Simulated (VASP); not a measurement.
Data:

```xyz
10
Lattice="2.7616 1.5944 4.8624 -2.7616 1.5944 4.8624 0.0000 -3.1888 4.8624" Properties=species:S:1:pos:R:3 pbc="T T T"
Dy     0.0000     0.0000     5.2907
Dy     0.0000     0.0000     9.2965
O     -0.8989    -1.8338     8.4698
O      2.0375     0.1384     8.4698
O     -1.1386     1.6954     8.4698
O      0.8989     1.8338     6.1174
O     -2.0375    -0.1384     6.1174
O      1.1386    -1.6954     6.1174
Sc     0.0000     0.0000     2.1498
Sc     0.0000     0.0000    12.4374
```

Method: PBEsol GGA, VASP's PBE PAW potentials (set 64) (plane waves; VASP 6.6.1). Numerical set-up: 520 eV cut-off, Gaussian smearing of 0.050 eV, potentials Dy_3 O Sc_sv.

The 4f electrons are frozen in the core of the lanthanide potential, so 4f levels, which can set the real gap, and their magnetism are missing.

Problem. Predict the band gap (along the path) with the smallest direct gap where there is one.

Solution. 
| Property | Value |
|---|---|
| band gap (along the path) | 4.44 eV |
| smallest direct gap (along the path) | 4.53 eV |

The structure was generated: DyScO3 was put into the ilmenite type (R-3), which need not be its known phase. It was relaxed first.
